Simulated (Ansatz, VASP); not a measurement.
# Si (Si, zinc blende or diamond type, a = 5.387 A) in two plane-wave programs

One calculation is typed for both programs; each brings its own data sets. How far apart do they land? The cell is taken from a series of runs on this material, whose earlier steps may have relaxed, scaled, displaced or heated it; both programs get it as it stands.

Program: Ansatz 0.2.0. Level of theory: plane waves, with VASP 6.6.1 beside it; single point at LDA. Results are calculated unless marked as measured.

## 1. The starting structure

The structure is cubic, space group Fd-3m (No. 227). The conventional cell has a = 5.387 Å, b = 5.387 Å, c = 5.387 Å, α = 90.00°, β = 90.00°, γ = 90.00°. Nearest to Si lie 4 Si at 2.33 Å.

## 2. VASP: single point, LDA

A single point gives forces, pressure and levels at one fixed geometry, so differences don't come from the geometry; what else differs is listed under the comparison.

Lines of VASP's logs that name or quote its potential files are left out, and so is its time.

Contents of INCAR:

```
SYSTEM = Si
PREC = Accurate
ENCUT = 400
EDIFF = 1E-06
NELM = 120
ISMEAR = 0
SIGMA = 0.01
LREAL = .FALSE.
ALGO = Normal
GGA = PW92
NBANDS = 14
LORBIT = 11
LWAVE = .FALSE.
LCHARG = .FALSE.
ISIF = 2
LASPH = .TRUE.
GGA_COMPAT = .FALSE.
EFERMI = MIDGAP
```

Contents of POSCAR:

```
Si
1.0
    3.8091842303      0.0000000000      0.0000000000
    0.0000000000      3.8091842303      0.0000000000
    0.0000000000      0.0000000000      5.3870000000
Si
4
Direct
    1.0000000000      1.0000000000      1.0000000000
    0.5000000000      1.0000000000      0.2500000000
    0.5000000000      0.5000000000      0.5000000000
    1.0000000000      0.5000000000      0.7500000000
```

Contents of KPOINTS:

```
Automatic mesh
0
Gamma
6 6 6
0 0 0
```

Potentials, in the order of the species: Si (LDA family, release 64).

Started as:

```bash
> mpirun -np 1 vasp_std
```

Numbers of over 12 decimals in the logs are rounded to 6 here.

The program printed:

```text
[banner, memory and clock lines left out]
running    1 mpi-ranks, on    1 nodes
 distrk:  each k-point on    1 cores,    1 groups
 distr:  one band on    1 cores,    1 groups

 POSCAR found type information on POSCAR Si
 POSCAR found :  1 types and       4 ions
|                                                                             |
|               ----> ADVICE to this user running VASP <----                  |
|                                                                             |
|     You enforced a specific xc type in the INCAR file but a different       |
|     [... a line on the potential file left out ...]
|     I HOPE YOU KNOW WHAT YOU ARE DOING!                                     |
|                                                                             |

 LDA part: xc-table for (Slater(with rela. corr.)+PW92), standard interpolation
 POSCAR, INCAR and KPOINTS ok, starting setup
 FFT: planning ... GRIDC
 FFT: planning ... GRID_SOFT
 FFT: planning ... GRID
 WAVECAR not read
 entering main loop
       N       E                     dE             d eps       ncg     rms          rms(c)
DAV:   1     0.204793822704E+02    0.20479E+02   -0.50418E+03  1120   0.731E+02
DAV:   2    -0.225675115429E+02   -0.43047E+02   -0.38798E+02  1560   0.118E+02
DAV:   3    -0.243454483366E+02   -0.17779E+01   -0.17660E+01  1474   0.233E+01
DAV:   4    -0.243676627744E+02   -0.22214E-01   -0.22209E-01  1330   0.350E+00
DAV:   5    -0.243680904070E+02   -0.42763E-03   -0.42761E-03  1450   0.436E-01    0.729E+00
DAV:   6    -0.239817844145E+02    0.38631E+00   -0.17684E-01  1246   0.210E+00    0.439E+00
DAV:   7    -0.238086503544E+02    0.17313E+00   -0.33612E-01  1228   0.293E+00    0.334E-01
DAV:   8    -0.238088821346E+02   -0.23178E-03   -0.23306E-02  1300   0.890E-01    0.904E-02
DAV:   9    -0.238087941826E+02    0.87952E-04   -0.71840E-04  1390   0.156E-01    0.788E-02
DAV:  10    -0.238088184326E+02   -0.24250E-04   -0.63858E-05  1354   0.488E-02    0.727E-02
DAV:  11    -0.238088192460E+02   -0.81343E-06   -0.34444E-06  1318   0.116E-02
   1 F= -.23808819E+02 E0= -.23808819E+02  d E =0.000000E+00
```

Parts of OUTCAR (step 2):

```text
ion  position               nearest neighbor table
   1  0.000  0.000  0.000-   2 2.33   4 2.33   4 2.33   2 2.33
   2  0.500  0.000  0.250-   1 2.33   3 2.33   3 2.33   1 2.33
   3  0.500  0.500  0.500-   2 2.33   4 2.33   2 2.33   4 2.33
   4  0.000  0.500  0.750-   1 2.33   3 2.33   1 2.33   3 2.33

  LATTYP: Found a simple tetragonal cell.
 ALAT       =     3.8091842303
 C/A-ratio  =     1.4142135624

 Subroutine GETGRP returns: Found 16 space group operations
 (whereof  8 operations were pure point group operations)

The static configuration has the point symmetry D_2d.
 The point group associated with its full space group is D_4h.

 Found     40 irreducible k-points:

   k-points           NKPTS =     40   k-points in BZ     NKDIM =     40   number of bands    NBANDS=     14

   dimension x,y,z NGX =    28 NGY =   28 NGZ =   36
   dimension x,y,z NGXF=    56 NGYF=   56 NGZF=   72

   ENCUT  =  400.0 eV  29.40 Ry    5.42 a.u.   6.21  6.21  8.78*2*pi/ulx,y,z

   NELECT =      16.0000    total number of electrons

 k-points in reciprocal lattice and weights: Automatic mesh
   0.00000000  0.00000000  0.00000000       0.005
   0.16666667  0.00000000  0.00000000       0.019
   0.33333333  0.00000000  0.00000000       0.019
   0.50000000  0.00000000  0.00000000       0.009
   0.16666667  0.16666667  0.00000000       0.019
   0.33333333  0.16666667  0.00000000       0.037
   0.50000000  0.16666667  0.00000000       0.019
   0.33333333  0.33333333  0.00000000       0.019
   0.50000000  0.33333333  0.00000000       0.019
[...]
0.50000000  0.33333333  0.50000000       0.019
   0.50000000  0.50000000  0.50000000       0.005

 average (electrostatic) potential at core
       1 -84.6211       2 -84.6211       3 -84.6211       4 -84.6211

 E-fermi :   6.2419

 k-point     1 :       0.0000    0.0000    0.0000
  band No.  band energies     occupation
    ...
      4       3.1120      2.00000
      5       3.1120      2.00000
      6       6.0274      2.00000
      7       6.0283      2.00000
      8       6.0283      2.00000
      9       6.5860      0.00000
     10       6.5860      0.00000
     11       8.5622      0.00000
     12       8.5631      0.00000
     13       8.5631      0.00000
    ...

 k-point     2 :       0.1667    0.0000    0.0000
  band No.  band energies     occupation
    ...
      4       2.0590      2.00000
      5       3.3094      2.00000
      6       4.4273      2.00000
      7       5.1318      2.00000
      8       5.9114      2.00000
      9       6.8166      0.00000
     10       8.4779      0.00000
     11       8.8160      0.00000
     12       8.9639      0.00000
     13       8.9730      0.00000
    ...

 k-point     3 :       0.3333    0.0000    0.0000
  band No.  band energies     occupation
    ...
      4       1.4686      2.00000
      5       2.2799      2.00000
      6       3.5354      2.00000
      7       3.8703      2.00000
      8       5.4580      2.00000
      9       7.4755      0.00000
     10       9.0695      0.00000
     11       9.5712      0.00000
     12       9.8388      0.00000
     13      11.6797      0.00000
    ...

  Total        0.4576203      0.4576203      0.3170163      0.0000000      0.0000000      0.0000000
  in kB        9.3800448      9.3800448      6.4980228      0.0000000      0.0000000      0.0000000
  external PRESSURE =       8.4193708 kB  Pullay stress =       0.0000000 kB

  energy-cutoff  :      400.00
  volume of cell :       78.16
      direct lattice vectors                 reciprocal lattice vectors
     3.809184230  0.000000000  0.000000000     0.262523401  0.000000000  0.000000000
     0.000000000  3.809184230  0.000000000     0.000000000  0.262523401  0.000000000
     0.000000000  0.000000000  5.387000000     0.000000000  0.000000000  0.185632077

 POSITION                                       TOTAL-FORCE (eV/Angst)
 -----------------------------------------------------------------------------------
      0.00000      0.00000      0.00000        -0.000000      0.000000      0.000000
      1.90459      0.00000      1.34675        -0.000000      0.000000      0.000000
      1.90459      1.90459      2.69350         0.000000     -0.000000     -0.000000
      0.00000      1.90459      4.04025         0.000000     -0.000000      0.000000
 -----------------------------------------------------------------------------------
    total drift:                               -0.000000      0.000000      0.000000

  FREE ENERGIE OF THE ION-ELECTRON SYSTEM (eV)
  ---------------------------------------------------
  free  energy   TOTEN  =       -23.8088192460 eV

  energy  without entropy=      -23.8088192460  energy(sigma->0) =      -23.80881925

 total charge
# of ion       s       p       d       tot
------------------------------------------
    1        0.758   0.965   0.000   1.723
    2        0.758   0.965   0.000   1.723
    3        0.758   0.965   0.000   1.723
    4        0.758   0.965   0.000   1.723
--------------------------------------------------
tot          3.032   3.858   0.000   6.891

[... 3 further parts left out ...]
```

The run ends at a pressure of 0.84 GPa.

## 3. Ansatz: single point, LDA

Ansatz runs on its default PAW (the set named soft_2) files.

The same cell, functional (in two slightly different forms) and mesh now go to Ansatz, which takes its cutoff from its data sets.

Contents of input.yaml:

```yaml
crystal:
  lattice:
    - [3.8091842303, 0.0, 0.0]
    - [0.0, 3.8091842303, 0.0]
    - [0.0, 0.0, 5.387]
  atoms:
    - { symbol: Si, position: [0.0, 0.0, 0.0] }
    - { symbol: Si, position: [0.5, 0.0, 0.25] }
    - { symbol: Si, position: [0.5, 0.5, 0.5] }
    - { symbol: Si, position: [0.0, 0.5, 0.75] }
kpoints:
  mp_grid: { grid: [6, 6, 6] }
hamiltonian:
  xc: lda
scf:
  occupations: { method: fixed }
  convergence: { dr2_threshold: 1.0e-09 }
output:
  transmission:
    leads: [[0, 0]]
    kpoints: [[0, 0], [0.5, 0], [0.5, 0.5], [0.25, 0]]
    e_range: [-2.04, 4.93]
    de: 0.17
```

Started as:

```bash
> ansatz run input.yaml --threads 2 --pin off --max-ram 4096MiB --backend cpu --events-out ev --progress --plain --runs-dir out
```

The program printed:

```text
Engine: ansatz 0.2.0, x86_64-unknown-linux-gnu
Pseudopotentials: kind: paw
Pseudopotential: Si, paw, valence charge 4, recommended cutoff 420 eV (normal), Si.paw.azcp
Functional definition: SPW92
  exchange = slater_x
  correlation = pw_c
Crystal: 4 atoms, lattice volume = 78.165 Å³
Basis set: ecut = 420 eV, 1523 PW (Γ)
Bands: 12, of which v1, the nominal top of the filled ones, is band 8 counted from 1 (7 counted from 0)
Symmetry: 32 space group operations
Space group: Fd-3m (ITA 227), of the structure as read, at distance tolerance 4.3e-5 Å
k-points: 40 of 216
Non-local potential: Si, projectors of the file, l = 0: 2, l = 1: 2, l = 2: 2
PAW form: soft (Blöchl's): semilocal exchange-correlation on the pseudo side does not see the compensation charge
PAW frozen core: Si, regenerated for the run's functional, and the local potential with it (the file was generated under x = pbe(κ = 0.804, μ = 0.219515), c = pbe(β = 0.066725))
PAW one-centre angular grid: Si, 110 points (default); XC on 64 Gauss nodes
Initial density: superposition of atomic densities (neutral atoms: chi_scale 0, normalization atom), corrected by the library's trained network
Initial wavefunctions: pseudopotential atomic-orbital guess
Functional: x = slater, c = lda
SCF iter   1: F=—  HF=-2434.575685 eV  |F-HF|=—  |Δ(HF+E_count)|=         —  Δρ=4.10e-3  dr2=7.90e-3  ethr=1.77e-3  ⟨swp⟩=4.5  Hψ=2819  notcnv=0  defer=64
preconditioner: auto → none  [insulator: Δε(μ)=0.440 eV  Ē_g=7.946 eV  n_scr=14 (ndim 8)  ℏωp=16.8 eV  f_vac=0.000  ε∞_Penn≈5.5]
SCF iter   2: F=—  HF=-2434.574244 eV  |F-HF|=—  |Δ(HF+E_count)|=   1.44e-3  Δρ=1.91e-3  dr2=1.63e-3  ethr=4.94e-5  ⟨swp⟩=2.2  Hψ=934  notcnv=0  defer=71
SCF iter   3: F=—  HF=-2434.573900 eV  |F-HF|=—  |Δ(HF+E_count)|=   3.44e-4  Δρ=9.13e-5  dr2=3.64e-6  ethr=1.02e-5  ⟨swp⟩=2.1  Hψ=592  notcnv=0  defer=71
SCF iter   4: F=—  HF=-2434.573905 eV  |F-HF|=—  |Δ(HF+E_count)|=   5.05e-6  Δρ=1.49e-5  dr2=1.20e-7  ethr=2.27e-8  ⟨swp⟩=2.0  Hψ=777  notcnv=0  defer=45
SCF iter   5: F=—  HF=-2434.573904 eV  |F-HF|=—  |Δ(HF+E_count)|=   3.62e-7  Δρ=1.62e-6  dr2=9.50e-10  ethr=7.48e-10  ⟨swp⟩=2.5  Hψ=804  notcnv=0
SCF iter   6: F=-2434.573904 eV  HF=-2434.573904 eV  |F-HF|=1.82e-11  |Δ(HF+E_count)|=  2.73e-10  Δρ=1.59e-7  dr2=3.29e-11  ethr=5.94e-12  ⟨swp⟩=3.0  Hψ=2006  notcnv=0
SCF 1 converged in 6 iterations: F = -2434.573904 eV  dr2 = 3.29e-11
  greatest PAW one-centre occupation: 0.641 electrons in one spin orbital (limit 2), on the Si atom at site 3 (counted from 0), in its partial waves of l = 0
transmission: 9 of 36 steps passed
transmission: 18 of 36 steps passed
transmission: 27 of 36 steps passed
transmission: 36 of 36 steps passed
SCF converged after 6 iterations
Free energy (F): -2434.573904 eV
Harris-Foulkes:  -2434.573904 eV  (|F-HF|=1.82e-11)
Internal energy: -2434.573904 eV  (E = F + TS)
E sigma→0 (E₀):  -2434.573904 eV
Fermi energy:    6.310515 eV
--- Per-component energies (eV) ---
  E_band       = 18.670429
  E_kinetic    = 163.571228
  E_local      = -110.887692  (includes V_loc(G=0)·N_el)
  E_nonlocal   = 108.755764
  E_hartree    = 29.219369
  E_xc         = -219.981162
  E_vxc        = -189.480373  (∫ρ·V_xc dr)
  E_paw        = -1944.817375  (= ΣΔE_a)
  E_vpaw       = -11.727313  (= ΣTr[D̂ρ^β])
  E_aug_tail   = 0.000021  (compensation charges beyond the density's cutoff)
  E_ewald      = -460.771381
  E_core_change = 0.337323  (= ΣΔE_core)
  E_smearing   = -0.000000  (= −TS)
  E_closure    = 0.000000  (closes the sum)
  Σ components = -2434.573904   (vs F -2434.573904, Δ=0.00e0)
--- Band table (eV; the first three rows and the last of 40) ---
  k-point 0: bands = [... 4 lower, 3.3940, 6.3096, 6.3105, 6.3105, 6.8681, 6.8681, 8.8446, 8.8455]
  k-point 1: bands = [... 4 lower, 3.5054, 5.6197, 5.8656, 5.8656, 6.7372, 7.3355, 8.5509, 9.4402]
  k-point 2: bands = [... 4 lower, 3.8361, 4.2717, 5.0840, 5.0840, 6.9065, 7.9329, 8.1650, 10.5924]
  k-point 39: bands = [... 4 lower, 2.3293, 2.3293, 2.3293, 2.3293, 10.4921, 10.4921, 10.4921, 10.4921]
--- Transmission ---
  basis      : 129 plane waves across, 9 finite elements along
  points     : 4, as listed
  energies   : 42 from -2.040000 to 4.930000 eV about the Fermi level, 0.170000 eV apart; the leads are filled to 0.213319 eV, and channels, transmission and decay are at 0.170000 eV
  crystal 0  : Si4, at the sites [0, 0], period 5.3870 Å: whole cells are its period
    offset         : up to 0.0000 Å between an atom of the period and one for which it stands
    channels       : 0.000000e0 a spin
    conductance    : none, the energies end too early or step too widely for 300 K: set another output.transmission.e_range or a lower de, or, where they end at an eighth of basis.ecutwfc, a higher one
    slowest decay  : 0.0856 /Å at (0.0000, 0.0000)
```

## 4. Differences

Known differences besides the potentials themselves: fixed occupations in Ansatz, narrow Gaussian smearing in VASP; the cutoff is 420 eV in Ansatz and 400 eV in VASP; VASP's log shows a relativistic correction to its local exchange, Ansatz's none. Total energies have different zeros and are not compared.

Compared:

| quantity | Ansatz | VASP | difference |
| --- | --- | --- | --- |
| gap on the k mesh (eV) | 0.427 | 0.427 | -0.001 |

A gap on the mesh is an upper bound, since the band edges may lie between its points.

## 5. Results

```yaml
difference_in_gap_on_the_k_mesh_single_point_lda: -5.6e-4 eV
```

What this shows: The difference in gap on the k mesh is -5.6e-4 eV (single point, LDA), within the 0.08 eV picked in this series as the mark of a large difference. Such differences can come from data sets, numerical settings and the points named under the comparisons, not from the functional's error against experiment.

[Lines on the potential files, build, host, timing and source positions are cut from VASP's logs without a mark.]

[Logs are printed without paths, hosts, clocks, repeated set-up lines and the standing remarks that a program may print on its own settings, such as how far it seeks lower states.]

[Hosts, paths, dates, database ids (printed as entryN), source tags and the programs' standing remarks are cut or masked in the printed files.]
